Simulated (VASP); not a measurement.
Here is the system:

```
CELL_PARAMETERS angstrom
      0.00000     2.76497     2.76497
      2.76497     0.00000     2.76497
      2.76497     2.76497     0.00000
ATOMIC_POSITIONS crystal
  Al 0.00000 0.00000 0.00000
  P  0.25000 0.25000 0.25000
```

These are AM05 GGA, VASP's PBE PAW potentials (set 64) (plane waves; VASP) values and carry that method's errors. Settings: 520 eV cut-off, 8×8×8 Γ-centred mesh, Gaussian smearing of 0.050 eV, potentials Al P.

Question: What does the run give for the energy per atom (σ→0), pressure, band gap (on the k-mesh) with the smallest direct gap where there is one?

Answer: 
| Quantity | Value |
|---|---|
| band gap (on the k-mesh) | 1.58 eV |
| smallest direct gap (on the k-mesh) | 2.97 eV |
| energy per atom (σ→0) | -5.299 eV/atom |
| pressure | -2.38 GPa |

Only differences to runs with the same potentials and settings are physical.

The compound is AlP in the zinc blende structure. This cell is one point of a volume scan, at 1.03 of the reference volume.
